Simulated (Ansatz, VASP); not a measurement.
## TiO2 (Anatase) in two plane-wave programs

Wanted: the spread between two codes on one cell, functional and k mesh. The structure shown is the end of the Ansatz relaxation below.

Method: plane waves, with VASP 6.6.1 beside it; single point at LDA, in Ansatz 0.2.0.

## 1. Set-up

It takes space group I4_1/amd (No. 141, tetragonal). Conventional cell: a = 3.815 Å, b = 3.815 Å, c = 9.190 Å, α = 90.00°, β = 90.00°, γ = 90.00°. O has 3 Ti at 1.94 to 1.95 Å nearest. Ti has 6 O at 1.94 to 1.95 Å nearest. Farther neighbours and most contacts between anions are not listed.

Coordinates:

```cif
data_structure
_symmetry_space_group_name_H-M 'P 1'
_symmetry_Int_Tables_number 1
_cell_length_a 5.3280
_cell_length_b 5.3280
_cell_length_c 5.3280
_cell_angle_alpha 138.047
_cell_angle_beta 138.047
_cell_angle_gamma 60.830
_cell_volume 66.86
loop_
_atom_site_label
_atom_site_type_symbol
_atom_site_fract_x
_atom_site_fract_y
_atom_site_fract_z
_atom_site_occupancy
O1 O 0.21181 0.21181 0.00000 1
O2 O 0.96181 0.46181 0.50000 1
O3 O 0.53819 0.03819 0.50000 1
O4 O 0.78819 0.78819 0.00000 1
Ti5 Ti 0.00000 0.00000 0.00000 1
Ti6 Ti 0.75000 0.25000 0.50000 1
```

## 2. Ansatz: relaxation, LDA

Ansatz runs on its PAW soft_1 files.

This run makes the geometry at which the two programs are then compared.

Contents of input.yaml:

```yaml
crystal:
  lattice:
    - [-1.9073284017, 1.9073284017, 4.6580381924]
    - [1.9073284017, -1.9073284017, 4.6580381924]
    - [1.9073284017, 1.9073284017, -4.6580381924]
  atoms:
    - { symbol: O, position: [0.2099853161, 0.2099853161, 0.0] }
    - { symbol: O, position: [0.9599853161, 0.4599853161, 0.5] }
    - { symbol: O, position: [0.5400146839, 0.0400146839, 0.5] }
    - { symbol: O, position: [0.7900146839, 0.7900146839, 0.0] }
    - { symbol: Ti, position: [0.0, 0.0, 0.0] }
    - { symbol: Ti, position: [0.75, 0.25, 0.5] }
  conventional_axes: [[0, 1, 1], [1, 0, 1], [1, 1, 0]]
kpoints:
  mp_grid: { grid: [12, 12, 12] }
hamiltonian:
  xc: lda
  pseudopotentials: { kind: paw, azcp: { folder: soft_1 }, xc_functional: pbe }
scf:
  occupations: { method: fixed }
output:
  forces: true
  stress: true
  eigenvalues: true
relax:
  adjacent_minimum: "off"
  f_tol: 0.001
  max_steps: 60
  cell: { stress_tol: 0.01, fix: [a, b, gamma] }
```

Started as:

```console
> ansatz run input.yaml --threads 8 --pin off --max-ram 20480MiB --backend cpu --events-out ev --progress --plain --runs-dir out
```

Numbers of over 12 decimals in the logs are rounded to 6 here.

The program printed:

```text
Engine: ansatz 0.2.0, x86_64-unknown-linux-gnu
Pseudopotentials: kind: paw
Pseudopotential: O, paw, valence charge 6, recommended cutoff 420 eV (normal), soft_1/O.paw.azcp
Pseudopotential: Ti, paw, valence charge 12, recommended cutoff 420 eV (normal), soft_1/Ti.paw.azcp
Functional definition: SPW92
  exchange = slater_x
  correlation = pw_c
Crystal: 6 atoms, lattice volume = 67.782 Å³
Basis set: ecut = 420 eV, 1299 PW (Γ)
Bands: 30, of which v1, the nominal top of the filled ones, is band 24 counted from 1 (23 counted from 0)
Symmetry: 16 space group operations
Space group: I41/amd (ITA 141), of the structure as read, at distance tolerance 4.1e-5 Å
k-points: 163 of 1728
Non-local potential: O, projectors of the file, l = 0: 2, l = 1: 2, l = 2: 1
Non-local potential: Ti, projectors of the file, l = 0: 3, l = 1: 2, l = 2: 3, l = 3: 1
PAW form: soft (Blöchl's): semilocal exchange-correlation on the pseudo side does not see the compensation charge
PAW frozen core: O, regenerated for the run's functional, and the local potential with it (the file was generated under x = pbe(κ = 0.804, μ = 0.219515), c = pbe(β = 0.066725))
PAW frozen core: Ti, regenerated for the run's functional, and the local potential with it (the file was generated under x = pbe(κ = 0.804, μ = 0.219515), c = pbe(β = 0.066725))
PAW one-centre angular grid: O, 110 points (default); XC on 64 Gauss nodes
PAW one-centre angular grid: Ti, 590 points (default); XC on 64 Gauss nodes
Initial density: superposition of atomic densities (chi_scale 0.1, normalization cell, long waves kept (reshape's long-wave potential 0.00 eV rms))
Initial wavefunctions: pseudopotential atomic-orbital guess
Functional: x = slater, c = lda
SCF iter   1: F=—  HF=-7130.922176 eV  |F-HF|=—  |Δ(HF+E_count)|=         —  Δρ=5.23e-2  dr2=2.02e0  ethr=3.10e-3  ⟨swp⟩=3.7  Hψ=16193  notcnv=0  defer=295
preconditioner: auto → none  [insulator: Δε(μ)=2.026 eV  Ē_g=9.619 eV  n_scr=14 (ndim 8)  ℏωp=25.5 eV  f_vac=0.000  ε∞_Penn≈8.0]
SCF iter   2: F=—  HF=-7130.486645 eV  |F-HF|=—  |Δ(HF+E_count)|=   4.36e-1  Δρ=3.61e-2  dr2=5.58e-1  ethr=3.10e-3  ⟨swp⟩=2.0  Hψ=9302  notcnv=0  defer=326
SCF iter   3: F=—  HF=-7130.601196 eV  |F-HF|=—  |Δ(HF+E_count)|=   1.15e-1  Δρ=3.67e-2  dr2=9.92e-1  ethr=1.16e-3  ⟨swp⟩=2.6  Hψ=8120  notcnv=0  defer=479
SCF iter   4: F=—  HF=-7130.425208 eV  |F-HF|=—  |Δ(HF+E_count)|=   1.76e-1  Δρ=6.60e-3  dr2=1.26e-2  ethr=1.16e-3  ⟨swp⟩=2.4  Hψ=8965  notcnv=0  defer=275
SCF iter   5: F=—  HF=-7130.428814 eV  |F-HF|=—  |Δ(HF+E_count)|=   3.61e-3  Δρ=1.28e-3  dr2=9.36e-4  ethr=2.63e-5  ⟨swp⟩=2.7  Hψ=8568  notcnv=0  defer=632
SCF iter   6: F=—  HF=-7130.428759 eV  |F-HF|=—  |Δ(HF+E_count)|=   5.58e-5  Δρ=8.27e-4  dr2=5.29e-4  ethr=1.95e-6  ⟨swp⟩=2.0  Hψ=8865  notcnv=0  defer=650
SCF iter   7: F=—  HF=-7130.428667 eV  |F-HF|=—  |Δ(HF+E_count)|=   9.17e-5  Δρ=3.32e-4  dr2=8.63e-5  ethr=1.10e-6  ⟨swp⟩=2.0  Hψ=6670  notcnv=0  defer=652
SCF iter   8: F=—  HF=-7130.428652 eV  |F-HF|=—  |Δ(HF+E_count)|=   1.46e-5  Δρ=6.99e-5  dr2=3.84e-6  ethr=1.80e-7  ⟨swp⟩=2.0  Hψ=5794  notcnv=0  defer=266
SCF iter   9: F=-7130.428652 eV  HF=-7130.428652 eV  |F-HF|=2.69e-8  |Δ(HF+E_count)|=   7.21e-7  Δρ=6.09e-6  dr2=3.01e-8  ethr=2.08e-10  ⟨swp⟩=9.0  Hψ=25088  notcnv=0
SCF 1 converged in 9 iterations: F = -7130.428652 eV  dr2 = 3.01e-8
  greatest PAW one-centre occupation: 0.998 electrons in one spin orbital (limit 2), on the Ti atom at site 5 (counted from 0), in its partial waves of l = 0
relax step   1: F+E_penalty+E_count = -7130.42865163 eV  Δ(F+E_penalty+E_count) = +0.000e0 eV  max|allowed force component| = 5.587e-3 eV/Å  Δτ_max = 0.0000 Å  P = -6.246 GPa  Ω = 67.782 Å³  fix = [a, b, gamma]  reactions: a -7.978, b -7.978 GPa  (9 SCF iters, dr2 threshold 1.00e-7 eV, accepted)
[...]
relax step   5: F+E_penalty+E_count = -7130.43654681 eV  Δ(F+E_penalty+E_count) = +2.794e-3 eV  max|allowed force component| = 9.233e-4 eV/Å  Δτ_max = 0.0000 Å  P = -4.277 GPa  Ω = 66.899 Å³  fix = [a, b, gamma]  reactions: a -6.348, b -6.348 GPa  stress off target by 1.34e-1 GPa on what of the cell is left free  SCF on the basis re-selected at this cell (its energy is not comparable with the rows above)  (6 SCF iters)
[...]
relax step   6: F+E_penalty+E_count = -7130.43669888 eV  Δ(F+E_penalty+E_count) = -1.521e-4 eV  max|allowed force component| = 1.968e-4 eV/Å  Δτ_max = 0.0007 Å  P = -4.185 GPa  Ω = 66.861 Å³  energy of the carried Pulay correction = +1.368e-4 eV  fix = [a, b, gamma]  reactions: a -6.276, b -6.276 GPa  (5 SCF iters, dr2 threshold 4.51e-8 eV, accepted)
[...]
relax step   7: F+E_penalty+E_count = -7130.43654393 eV  Δ(F+E_penalty+E_count) = +1.550e-4 eV  max|allowed force component| = 1.856e-4 eV/Å  Δτ_max = 0.0000 Å  P = -4.187 GPa  Ω = 66.861 Å³  fix = [a, b, gamma]  reactions: a -6.276, b -6.276 GPa  stress off target by 7.66e-3 GPa on what of the cell is left free  SCF on the basis re-selected at this cell (its energy is not comparable with the rows above)  (5 SCF iters)
basis re-selected at this cell: Δ(F+E_penalty+E_count) = +1.550e-4 eV, ΔP = -0.002 GPa vs the last step (what re-selecting the basis moved, of the pressure what is left beyond the Pulay correction that the steps carried, after the strain that the cell walked since its last selection, with what the two solves' SCF thresholds leave and, on support functions, any second-order correction that the steps lacked; it is no m [...]
SCF converged after 5 iterations
Free energy (F): -7130.436544 eV
Harris-Foulkes:  -7130.436544 eV  (|F-HF|=1.82e-12)
Internal energy: -7130.436544 eV  (E = F + TS)
E sigma→0 (E₀):  -7130.436544 eV
Fermi energy:    7.137560 eV
--- Per-component energies (eV) ---
  E_band       = -458.856517
  E_kinetic    = 1227.860541
  E_local      = -3644.596092  (includes V_loc(G=0)·N_el)
  E_nonlocal   = 339.943359
  E_hartree    = 1395.353899
  E_xc         = -512.847173
  E_vxc        = -653.447283  (∫ρ·V_xc dr)
  E_paw        = -2589.647290  (= ΣΔE_a)
  E_vpaw       = -519.327912  (= ΣTr[D̂ρ^β])
  E_aug_tail   = 0.003074  (compensation charges beyond the density's cutoff)
  E_ewald      = -3347.546450
  E_core_change = 1.039587  (= ΣΔE_core)
  E_smearing   = -0.000000  (= −TS)
  E_closure    = -0.000000  (closes the sum)
  Σ components = -7130.436544   (vs F -7130.436544, Δ=0.00e0)
--- Forces (eV/Å), atoms counted from 1 ---
  atom   1  O      0.00000000    -0.00000000     0.00018564
  atom   2  O     -0.00000000    -0.00000000     0.00018564
  atom   3  O     -0.00000000     0.00000000    -0.00018564
  atom   4  O      0.00000000     0.00000000    -0.00018564
  atom   5  Ti    -0.00000000     0.00000000    -0.00000000
  atom   6  Ti     0.00000000     0.00000000     0.00000000
  max |Σ_I F_I| component: 7.81e-18 eV/Å
--- Stress (GPa, compression-positive) ---
       -6.276288      -0.000000       0.000000
       -0.000000      -6.276288      -0.000000
        0.000000      -0.000000      -0.007655
  P = ⅓ Tr σ = -4.1867 GPa (-41.867 kbar)
--- Band table (eV; the first three rows and the last of 163) ---
  k-point 0: bands = [... 20 lower, 6.4514, 6.4561, 6.5775, 6.5775, 9.0485, 9.9600, 10.8943, 10.8943, ... 2 higher]
  k-point 1: bands = [... 20 lower, 6.2704, 6.2811, 6.4242, 6.6936, 9.3808, 10.0058, 10.6189, 10.8142, ... 2 higher]
  k-point 2: bands = [... 20 lower, 5.7982, 6.0189, 6.4981, 6.7687, 10.0333, 10.0776, 10.2738, 10.6845, ... 2 higher]
  k-point 162: bands = [... 20 lower, 5.8325, 5.8325, 6.9262, 6.9262, 9.4858, 9.4858, 10.8613, 10.8613, ... 2 higher]
--- Relaxed structure (5 steps of the walk, 5 accepted, 2 SCFs on fresh bases) ---
  F+E_penalty+E_count = -7130.43654393 eV   max|allowed force component| = 1.856e-4 eV/Å   (the final SCF, on the basis selected at the relaxed cell)
  cell:  # Å, volume = 66.8612 Å³
    - [-1.9073284017, 1.9073284017, 4.594765]
    - [1.9073284017, -1.9073284017, 4.594765]
    - [1.9073284017, 1.9073284017, -4.594765]
  atoms:
    - { symbol: O, position: [0.211808, 0.211808, 0] }
    - { symbol: O, position: [0.961808, 0.461808, 0.500000] }
    - { symbol: O, position: [0.538192, 0.038192, 0.500000] }
    - { symbol: O, position: [0.788192, 0.788192, 0] }
    - { symbol: Ti, position: [0, 0, 0] }
    - { symbol: Ti, position: [0.750000, 0.25, 0.500000] }
```

## 3. VASP: single point, LDA, pair 1

The same cell, functional (in two slightly different forms) and mesh now go to VASP, with its own data sets.

Lines of VASP's logs that name or quote its potential files are left out, and so is its time.

Contents of INCAR:

```
SYSTEM = TiO2
PREC = Accurate
ENCUT = 600
EDIFF = 1E-06
NELM = 120
ISMEAR = 0
SIGMA = 0.01
LREAL = .FALSE.
ALGO = Normal
GGA = CA
NBANDS = 30
LASPH = .TRUE.
LORBIT = 11
LWAVE = .FALSE.
LCHARG = .FALSE.
ISIF = 2
GGA_COMPAT = .FALSE.
EFERMI = MIDGAP
KPAR = 2
```

Contents of POSCAR:

```
TiO2
1.0
   -1.9073284017      1.9073284017      4.5947654932
    1.9073284017     -1.9073284017      4.5947654932
    1.9073284017      1.9073284017     -4.5947654932
O Ti
4 2
Direct
    0.2118083534      0.2118083534      0.0000000000
    0.9618083534      0.4618083534      0.5000000000
    0.5381916466      0.0381916466      0.5000000000
    0.7881916466      0.7881916466      0.0000000000
    0.0000000000      0.0000000000      0.0000000000
    0.7500000000      0.2500000000      0.5000000000
```

Contents of KPOINTS:

```
Automatic mesh
0
Gamma
12 12 12
0 0 0
```

Potentials, in the order of the species: O and Ti_sv (LDA family, release 64).

Started as:

```console
> mpirun -np 2 vasp_std
```

The program printed:

```text
[banner, memory and clock lines left out]
running    2 mpi-ranks, on    1 nodes
 distrk:  each k-point on    1 cores,    2 groups
 distr:  one band on    1 cores,    1 groups

 POSCAR found type information on POSCAR O Ti
 POSCAR found :  2 types and       6 ions
 LDA part: xc-table for (Slater(with rela. corr.)+CA(PZ))
 , standard interpolation
 POSCAR, INCAR and KPOINTS ok, starting setup
 FFT: planning ... GRIDC
 FFT: planning ... GRID_SOFT
 FFT: planning ... GRID
 WAVECAR not read
 entering main loop
       N       E                     dE             d eps       ncg     rms          rms(c)
DAV:   1     0.703190188662E+03    0.70319E+03   -0.26818E+04  9780   0.205E+03
DAV:   2     0.439999619431E+02   -0.65919E+03   -0.62715E+03 10416   0.578E+02
DAV:   3    -0.699582046439E+02   -0.11396E+03   -0.11112E+03 14552   0.213E+02
DAV:   4    -0.751231113401E+02   -0.51649E+01   -0.51580E+01 13792   0.467E+01
DAV:   5    -0.753373151647E+02   -0.21420E+00   -0.21416E+00 13506   0.779E+00    0.320E+01
DAV:   6    -0.595210895873E+02    0.15816E+02   -0.10076E+02 12454   0.971E+01    0.118E+01
DAV:   7    -0.590539697060E+02    0.46712E+00   -0.15629E+01 12284   0.331E+01    0.870E+00
DAV:   8    -0.588886564253E+02    0.16531E+00   -0.27553E+00 11672   0.170E+01    0.315E+00
DAV:   9    -0.588030584688E+02    0.85598E-01   -0.64210E-01 12454   0.742E+00    0.106E+00
DAV:  10    -0.588076362954E+02   -0.45778E-02   -0.92043E-02 11620   0.265E+00    0.415E-01
DAV:  11    -0.588045371040E+02    0.30992E-02   -0.21115E-02 10830   0.922E-01    0.917E-02
DAV:  12    -0.588045602524E+02   -0.23148E-04   -0.15215E-03 12566   0.400E-01    0.966E-02
DAV:  13    -0.588044882214E+02    0.72031E-04   -0.35884E-04 11980   0.205E-01    0.154E-02
DAV:  14    -0.588044894495E+02   -0.12281E-05   -0.21265E-05 13434   0.369E-02    0.786E-03
DAV:  15    -0.588044892825E+02    0.16707E-06   -0.20579E-06  7192   0.170E-02
   1 F= -.58804489E+02 E0= -.58804489E+02  d E =0.000000E+00
```

Parts of OUTCAR (step 3):

```text
ion  position               nearest neighbor table
   1  0.212  0.212  0.000-   6 1.94   6 1.94   5 1.95
   2  0.962  0.462  0.500-   5 1.94   5 1.94   6 1.95
   3  0.538  0.038  0.500-   5 1.94   5 1.94   6 1.95
   4  0.788  0.788  0.000-   6 1.94   6 1.94   5 1.95
   5  0.000  0.000  0.000-   3 1.94   2 1.94   3 1.94   2 1.94   1 1.95   4 1.95
   6  0.750  0.250  0.500-   4 1.94   1 1.94   4 1.94   1 1.94   2 1.95   3 1.95

  LATTYP: Found a body centered tetragonal cell.
 ALAT       =     3.8146568034
 C/A-ratio  =     2.4090059631

 Subroutine GETGRP returns: Found 16 space group operations
 (whereof  8 operations were pure point group operations)

The static configuration has the point symmetry D_2d.
 The point group associated with its full space group is D_4h.

 Found    163 irreducible k-points:

   k-points           NKPTS =    163   k-points in BZ     NKDIM =    163   number of bands    NBANDS=     30

   dimension x,y,z NGX =    48 NGY =   48 NGZ =   48
   dimension x,y,z NGXF=    96 NGYF=   96 NGZF=   96

   ENCUT  =  600.0 eV  44.10 Ry    6.64 a.u.  10.64 10.64 10.64*2*pi/ulx,y,z

   NELECT =      48.0000    total number of electrons

 k-points in reciprocal lattice and weights: Automatic mesh
   0.00000000  0.00000000  0.00000000       0.001
   0.08333333 -0.00000000  0.00000000       0.005
   0.16666667 -0.00000000  0.00000000       0.005
   0.25000000  0.00000000  0.00000000       0.005
   0.33333333 -0.00000000  0.00000000       0.005
   0.41666667 -0.00000000  0.00000000       0.005
   0.50000000  0.00000000  0.00000000       0.002
   0.08333333  0.08333333  0.00000000       0.005
   0.16666667  0.08333333  0.00000000       0.009
[...]
-0.41666667 -0.41666667  0.41666667       0.001
   0.50000000  0.50000000  0.50000000       0.001

 average (electrostatic) potential at core
       1 -71.3715       2 -71.3715       3 -71.3715       4 -71.3715       5 -77.0890
       6 -77.0890

 E-fermi :   4.2178

 k-point     1 :       0.0000    0.0000    0.0000
  band No.  band energies     occupation
    ...
     20       2.5812      2.00000
     21       2.5812      2.00000
     22       2.5839      2.00000
     23       2.7098      2.00000
     24       2.7098      2.00000
     25       5.1589      0.00000
     26       6.0715      0.00000
     27       7.0068      0.00000
     28       7.0068      0.00000
     29       7.1293      0.00000
    ...

 k-point     2 :       0.0833   -0.0000    0.0000
  band No.  band energies     occupation
    ...
     20       2.3871      2.00000
     21       2.4928      2.00000
     22       2.5561      2.00000
     23       2.6277      2.00000
     24       2.7435      2.00000
     25       5.3429      0.00000
     26       6.0950      0.00000
     27       6.8298      0.00000
     28       6.9954      0.00000
     29       7.0273      0.00000
    ...

 k-point     3 :       0.1667   -0.0000    0.0000
  band No.  band energies     occupation
    ...
     20       1.9810      2.00000
     21       2.1706      2.00000
     22       2.4968      2.00000
     23       2.5604      2.00000
     24       2.7417      2.00000
     25       5.7590      0.00000
     26       6.1704      0.00000
     27       6.5792      0.00000
     28       6.9056      0.00000
     29       6.9678      0.00000
    ...

  Total       -2.2869448     -2.2869448      0.4196746      0.0000000      0.0000000      0.0000000
  in kB      -54.8014400    -54.8014400     10.0565494      0.0000000      0.0000000      0.0000000
  external PRESSURE =     -33.1821102 kB  Pullay stress =       0.0000000 kB

  energy-cutoff  :      600.00
  volume of cell :       66.86
      direct lattice vectors                 reciprocal lattice vectors
    -1.907328402  1.907328402  4.594765493     0.000000000  0.262146781  0.108819482
     1.907328402 -1.907328402  4.594765493     0.262146781  0.000000000  0.108819482
     1.907328402  1.907328402 -4.594765493     0.262146781  0.262146781  0.000000000

 POSITION                                       TOTAL-FORCE (eV/Angst)
 -----------------------------------------------------------------------------------
      0.00000      0.00000      1.94642        -0.000000      0.000000      0.044103
     -0.00000      1.90733      4.24380         0.000000     -0.000000      0.044103
      0.00000      1.90733      0.35096         0.000000     -0.000000     -0.044103
      0.00000      0.00000      7.24311        -0.000000      0.000000     -0.044103
      0.00000      0.00000      0.00000         0.000000      0.000000      0.000000
      0.00000      1.90733      2.29738         0.000000      0.000000      0.000000
 -----------------------------------------------------------------------------------
    total drift:                               -0.000000      0.000000      0.000000

  FREE ENERGIE OF THE ION-ELECTRON SYSTEM (eV)
  ---------------------------------------------------
  free  energy   TOTEN  =       -58.8044892825 eV

  energy  without entropy=      -58.8044892825  energy(sigma->0) =      -58.80448928

 total charge
# of ion       s       p       d       tot
------------------------------------------
    1        1.558   3.487   0.000   5.045
    2        1.558   3.487   0.000   5.045
    3        1.558   3.487   0.000   5.045
    4        1.558   3.487   0.000   5.045
    5        2.231   6.319   1.794  10.345
    6        2.231   6.319   1.794  10.345
--------------------------------------------------
tot         10.695  26.587   3.589  40.871

[... 3 further parts left out ...]
```

The run ends at a pressure of -3.32 GPa, with forces up to 0.044 eV/Å.

## 4. Comparison

Known differences besides the potentials themselves: the two LDA forms differ slightly; fixed occupations in Ansatz, narrow Gaussian smearing in VASP; the cutoff is 420 eV in Ansatz and 600 eV in VASP; VASP's log shows a relativistic correction to its local exchange, Ansatz's none; Ansatz's pressure holds a Pulay correction, VASP's none. Total energies have different zeros and are not compared.

Both answers:

| quantity | Ansatz | VASP | difference |
| --- | --- | --- | --- |
| pressure (GPa) | -4.19 | -3.32 | -0.87 |
| gap on the k mesh (eV) | 1.911 | 1.882 | +0.029 |

Forces (eV/Å; atoms numbered as in POSCAR):

| atom | Ansatz x, y, z | VASP x, y, z |
| --- | --- | --- |
| O1 | 0.000, 0.000, 0.000 | 0.000, 0.000, 0.044 |
| O2 | 0.000, 0.000, 0.000 | 0.000, 0.000, 0.044 |
| O3 | 0.000, 0.000, 0.000 | 0.000, 0.000, -0.044 |
| O4 | 0.000, 0.000, 0.000 | 0.000, 0.000, -0.044 |
| Ti5 | 0.000, 0.000, 0.000 | 0.000, 0.000, 0.000 |
| Ti6 | 0.000, 0.000, 0.000 | 0.000, 0.000, 0.000 |

The forces differ by 21 meV/Å r.m.s., where the r.m.s. force is 0.000 eV/Å in Ansatz and 0.021 eV/Å in VASP: the atoms lie near their places of rest in Ansatz, so a percentage would say little (all taken over all components). A gap on the mesh is an upper bound, since the band edges may lie between its points.

[end of part 1 of 2]

[Lines on the potential files, build, host, timing and source positions are cut from VASP's logs without a mark.]

[Logs are printed without paths, hosts, clocks, repeated set-up lines and the standing remarks that a program may print on its own settings, such as how far it seeks lower states.]

[Hosts, paths, dates, database ids (printed as entryN), source tags and the programs' standing remarks are cut or masked in the printed files.]
